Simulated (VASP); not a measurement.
# Ga2GeO5 (P2/m) in VASP: relaxation of cell and atoms with PBE

Aim: the relaxation of cell and atoms of Ga2GeO5 with PBE.

All numbers are computed with VASP 6.6.1; they aren't measurements. Logs are shortened: lines on timing, memory, paths and dates and some standing lists are left out, and cuts for length are marked.

**1. The structure**

Symmetry: P2/m, No. 10, monoclinic system. Conventional cell: a = 7.994 Å, b = 3.076 Å, c = 8.205 Å, α = 90.00°, β = 92.09°, γ = 90.00°. Ga (site symmetry 2/m) has 6 O at 1.93 to 2.04 Å as nearest neighbours. Around Ga (site symmetry m) lie 4 O at 1.78 to 1.89 Å. Ga (site symmetry 2/m) has 6 O at 1.97 to 2.20 Å as nearest neighbours. Ge (site symmetry m) has 4 O at 1.74 to 1.82 Å as nearest neighbours. O (site symmetry 2/m) has 2 Ge at 1.74 Å as nearest neighbours. O (site symmetry m) is surrounded by 1 Ge at 1.75 Å. O (site symmetry m) has 2 Ge at 1.82 Å as nearest neighbours. O (site symmetry 2/m) is surrounded by 2 Ga at 1.78 Å.

The cell was built by a generator and needn't be a form met in nature.

**2. Relaxation of cell and atoms, PBE**

Input file INCAR:

```
  PREC = Accurate
  ENCUT = 520
  EDIFF = 1E-6
  ISMEAR = 0
  SIGMA = 0.1
  LREAL = F
  LASPH = T
  NELM = 120
  ALGO = Normal
  ISIF = 3
  LWAVE = F
  LCHARG = F
  GGA = PE
  IBRION = 2
  NSW = 90
  EDIFFG = -0.01
  KPAR = 8
```

Input file KPOINTS:

```
regular mesh
0
Gamma
  4 8 4
```

Input file POSCAR:

```
Ga2GeO5
1.0
    7.9943333100      0.0000000000      0.0000000000
    0.0000000000      3.0760000000      0.0000000000
   -0.2988042800      0.0000000000      8.1999105500
Ga Ge O
4 2 10
Direct
    0.5000000000      0.0000000000      0.5000000000
    0.3580856400      0.5000000000      0.1622721200
    0.6419143600      0.5000000000      0.8377278800
    0.0000000000      0.0000000000      0.0000000000
    0.1554446700      0.5000000000      0.6541558900
    0.8445553300      0.5000000000      0.3458441100
    0.0000000000      0.5000000000      0.5000000000
    0.6425054400      0.5000000000      0.4197715500
    0.3574945600      0.5000000000      0.5802284500
    0.8700748300      0.0000000000      0.2315981100
    0.1299251700      0.0000000000      0.7684018900
    0.5000000000      0.5000000000      0.0000000000
    0.8661332800      0.5000000000      0.9194850600
    0.1338667200      0.5000000000      0.0805149400
    0.6268079300      0.0000000000      0.7052064800
    0.3731920700      0.0000000000      0.2947935200
```

Potentials or basis: VASP PAW PBE potentials, release 64 (Ga_d, Ge_d, O).

Launch:

```bash
> cat potpaw_PBE.64/Ga_d/POTCAR potpaw_PBE.64/Ge_d/POTCAR potpaw_PBE.64/O/POTCAR > POTCAR
> mpirun -np 8 vasp_std > vasp.out
```

OUTCAR:

```text
PREC = Accurate
   ENCUT = 520
   EDIFF = 1E-6
   ISMEAR = 0
   LREAL = F
   LASPH = T
   NELM = 120
   ISIF = 3
   GGA = PE
   IBRION = 2
   NSW = 90
   EDIFFG = -0.01

 ion  position               nearest neighbor table
   1  0.500  0.000  0.500-  15 1.93  16 1.93   8 2.04   9 2.04   8 2.04   9 2.04
   2  0.358  0.500  0.162-  12 1.78  16 1.88  16 1.88  14 1.89
   3  0.642  0.500  0.838-  12 1.78  15 1.88  15 1.88  13 1.89
   4  0.000  0.000  0.000-  13 1.97  14 1.97  13 1.97  14 1.97  10 2.20  11 2.20
   5  0.155  0.500  0.654-   7 1.74   9 1.75  11 1.82  11 1.82
   6  0.845  0.500  0.346-   7 1.74   8 1.75  10 1.82  10 1.82
   7  0.000  0.500  0.500-   5 1.74   6 1.74
   8  0.643  0.500  0.420-   6 1.75   1 2.04   1 2.04
   9  0.357  0.500  0.580-   5 1.75   1 2.04   1 2.04
  10  0.870  0.000  0.232-   6 1.82   6 1.82   4 2.20
  11  0.130  0.000  0.768-   5 1.82   5 1.82   4 2.20
  12  0.500  0.500  0.000-   2 1.78   3 1.78
  13  0.866  0.500  0.919-   3 1.89   4 1.97   4 1.97
  14  0.134  0.500  0.081-   2 1.89   4 1.97   4 1.97
  15  0.627  0.000  0.705-   3 1.88   3 1.88   1 1.93
  16  0.373  0.000  0.295-   2 1.88   2 1.88   1 1.93

  LATTYP: Found a simple monoclinic cell.
 ALAT       =     7.9943333100
 B/A-ratio  =     0.3847725483
 C/A-ratio  =     1.0263961523
 COS(beta)  =    -0.0364157742

  Lattice vectors:

 A1 = (   7.9943333100,   0.0000000000,   0.0000000000)
 A2 = (   0.0000000000,   3.0760000000,   0.0000000000)
 A3 = (  -0.2988042800,   0.0000000000,   8.1999105500)

Analysis of symmetry for initial positions (statically):
=====================================================================
 Subroutine PRICEL returns:
 Original cell was already a primitive cell.

 Routine SETGRP: Setting up the symmetry group for a
 simple monoclinic supercell.

 Subroutine GETGRP returns: Found  4 space group operations
 (whereof  4 operations were pure point group operations)
 out of a pool of  4 trial point group operations.

The static configuration has the point symmetry C_2h.

Analysis of symmetry for dynamics (positions and initial velocities):
=====================================================================
 Subroutine PRICEL returns:
 Original cell was already a primitive cell.

 Routine SETGRP: Setting up the symmetry group for a
 simple monoclinic supercell.

 Subroutine GETGRP returns: Found  4 space group operations
 (whereof  4 operations were pure point group operations)
 out of a pool of  4 trial point group operations.

The dynamic configuration has the point symmetry C_2h.

[... 151 lines left out ...]
   GGA     = PE    functional components
   LHFCALC =     F    Hartree Fock is set to
   AEXX    =    0.0000 exact exchange contribution
   IVDW    =     0    specifies the selected vdW correction
   LEPSILON=     F    determine dielectric tensor
   LRPA    =     F    only Hartree local field effects (RPA)
 conjugate gradient relaxation of ions
 non-spin polarized calculation
 Gauss-broadening in eV      SIGMA  =   0.10
  energy-cutoff  :      520.00
  volume of cell :      201.64
 maximum number of plane-waves:      5458
   NGX = 29   NGY = 11   NGZ = 31

--------------------------------------- Ionic step        1  -------------------------------------------

 number of electron     140.0000058 magnetization

 Free energy of the ion-electron system (eV)
  ---------------------------------------------------
  ext. energy  EPLUGINS =         0.00000000
  ---------------------------------------------------
  free energy    TOTEN  =       -96.87900852 eV

  energy without entropy =      -96.87683786  energy(sigma->0) =      -96.87792319

------------------------ aborting loop because EDIFF is reached ----------------------------------------

  FORCE on cell =-STRESS in cart. coord.  units (eV):
  Direction    XX          YY          ZZ          XY          YZ          ZX
  --------------------------------------------------------------------------------------
  -------------------------------------------------------------------------------------
  Total       -0.9127548     -0.5483920     -0.5834998      0.0000000      0.0000000      0.0380020
  in kB       -7.2524881     -4.3573653     -4.6363220      0.0000000      0.0000000      0.3019527
  external PRESSURE =      -5.4153918 kB  Pullay stress =       0.0000000 kB
[... 131 lines left out ...]
  FREE ENERGIE OF THE ION-ELECTRON SYSTEM (eV)
  ---------------------------------------------------
  free  energy   TOTEN  =       -96.8814845651 eV

  energy  without entropy=      -96.8796101867  energy(sigma->0) =      -96.88054738

[... ionic steps 4 to 15 ...]

--------------------------------------- Ionic step       16  -------------------------------------------

 number of electron     140.0000029 magnetization

------------------------ aborting loop because EDIFF is reached ----------------------------------------
[... 95 lines left out ...]
--------------------------------------- Ionic step       18  -------------------------------------------

 number of electron     140.0000029 magnetization

 Free energy of the ion-electron system (eV)
  ---------------------------------------------------
  ext. energy  EPLUGINS =         0.00000000
  ---------------------------------------------------
  free energy    TOTEN  =       -96.88381554 eV

  energy without entropy =      -96.88206006  energy(sigma->0) =      -96.88293780

 E-fermi :   3.6282     XC(G=0): -10.3309

 val. band max:        3.6218907530   @ k =   0.0000   0.0000   0.0000
 cond. band min:       4.0073397550   @ k =   0.0000   0.0000   0.2500
 fundamental gap:      0.3854490020
 Fermi energy:         3.6282021963

 k-point     1 :       0.0000    0.0000    0.0000
  band No.  band energies     occupation
      1     -22.7548      2.00000
      2     -22.6968      2.00000
      3     -22.6344      2.00000
      4     -22.5583      2.00000
      5     -22.4884      2.00000
      6     -22.4856      2.00000
[... 2029 lines left out ...]
     81      11.0942      0.00000
     82      11.4188      0.00000

 [... further k-points ...]

 [bands above 82 left out]

------------------------ aborting loop because EDIFF is reached ----------------------------------------

  FORCE on cell =-STRESS in cart. coord.  units (eV):
  Direction    XX          YY          ZZ          XY          YZ          ZX
  --------------------------------------------------------------------------------------
  -------------------------------------------------------------------------------------
  Total       -0.0260113     -0.0252154      0.0066498      0.0000000      0.0000000     -0.0071805
  in kB       -0.2071606     -0.2008220      0.0529606      0.0000000      0.0000000     -0.0571877
  external PRESSURE =      -0.1183407 kB  Pullay stress =       0.0000000 kB
[... 31 lines left out ...]
  FREE ENERGIE OF THE ION-ELECTRON SYSTEM (eV)
  ---------------------------------------------------
  free  energy   TOTEN  =       -96.8838155369 eV

  energy  without entropy=      -96.8820600606  energy(sigma->0) =      -96.88293780

 reached required accuracy - stopping structural energy minimisation
```

Run time: 26 min. Hardware: 8 MPI ranks of Intel Xeon Platinum 8488C (Sapphire Rapids), shared host; peak memory 0.78 GiB.

What came out:

- Free energy: -96.8838 eV
- Relaxed volume: 12.57 Å³/atom
- Relaxed cell: a = 7.993 Å, b = 3.071 Å, c = 8.201 Å, α = 90.00°, β = 92.36°, γ = 90.00°
- Space group after relaxing (to 0.05 Å): P2/m (No. 10)
- Energy gained by relaxing: 0.3 meV/atom
- Ionic steps: 18
- Pressure after relaxing: 0.0 GPa
- Largest force after relaxing: 0.007 eV/Å
- Band gap on the k mesh: 0.12 eV, indirect (least direct gap 0.13 eV)

Forces in eV/Å, atoms in the order of the input:
```
Ga   0.000  0.000  0.000
Ga  -0.001  0.000 -0.006
Ga   0.001  0.000  0.006
Ga   0.000  0.000  0.000
Ge   0.002  0.000  0.003
Ge  -0.002  0.000 -0.003
O    0.000  0.000  0.000
O    0.001  0.000  0.005
O   -0.001  0.000 -0.005
O    0.000  0.000 -0.005
O    0.000  0.000  0.005
O    0.000  0.000  0.000
O    0.005  0.000 -0.001
O   -0.005  0.000  0.001
O   -0.003  0.000  0.002
O    0.003  0.000 -0.002
```

Step by step:
| step | energy change (eV) | largest force (eV/Å) | pressure (GPa) | volume (Å³) |
| --- | --- | --- | --- | --- |
| 1 | 0.0000 | 0.1751 | -0.54 | 201.64 |
| 2 | -0.0006 | 0.1759 | 0.50 | 200.40 |
| 3 | -0.0025 | 0.0729 | 0.06 | 200.99 |
| 4 | -0.0030 | 0.1210 | 0.12 | 200.93 |
| 5 | -0.0030 | 0.0917 | 0.09 | 200.94 |
| 6 | -0.0036 | 0.0673 | 0.04 | 201.01 |
| 7 | -0.0042 | 0.0323 | 0.00 | 201.11 |
| 8 | -0.0039 | 0.0597 | -0.04 | 201.31 |
| 9 | -0.0043 | 0.0278 | 0.01 | 201.18 |
| 10 | -0.0044 | 0.0329 | -0.04 | 201.22 |
| 11 | -0.0044 | 0.0402 | -0.06 | 201.23 |
| 12 | -0.0046 | 0.0182 | 0.00 | 201.19 |
| 13 | -0.0046 | 0.0249 | 0.03 | 201.15 |
| 14 | -0.0047 | 0.0154 | 0.01 | 201.17 |
| 15 | -0.0047 | 0.0207 | -0.02 | 201.17 |
| 16 | -0.0048 | 0.0130 | 0.01 | 201.16 |
| 17 | -0.0048 | 0.0128 | 0.02 | 201.15 |
| 18 | -0.0048 | 0.0066 | -0.01 | 201.17 |

Final structure:
```xyz
16
Lattice="7.9935 0.0000 -0.0187 0.0000 3.0714 0.0000 -0.3180 0.0000 8.1947" Properties=species:S:1:pos:R:3 pbc="T T T"
Ga    3.8377    3.0714    4.0880
Ga    2.8162    1.5357    1.3149
Ga    4.8593    1.5357    6.8612
Ga   -0.3180    3.0714    8.1947
Ge    1.0459    1.5357    5.3509
Ge    6.6296    1.5357    2.8251
O    -0.1590    1.5357    4.0973
O     4.9954    1.5357    3.4292
O     2.6801    1.5357    4.7468
O     6.8606    3.0714    1.8874
O     0.8149    3.0714    6.2886
O     3.6788    1.5357    8.1853
O     6.6338    1.5357    7.5172
O     1.0417    1.5357    0.6588
O     4.7896    3.0714    5.7710
O     2.8859    3.0714    2.4050
```

A k mesh can miss the band edges. A hybrid or GW would open this gap; PBE tends to underestimate it.
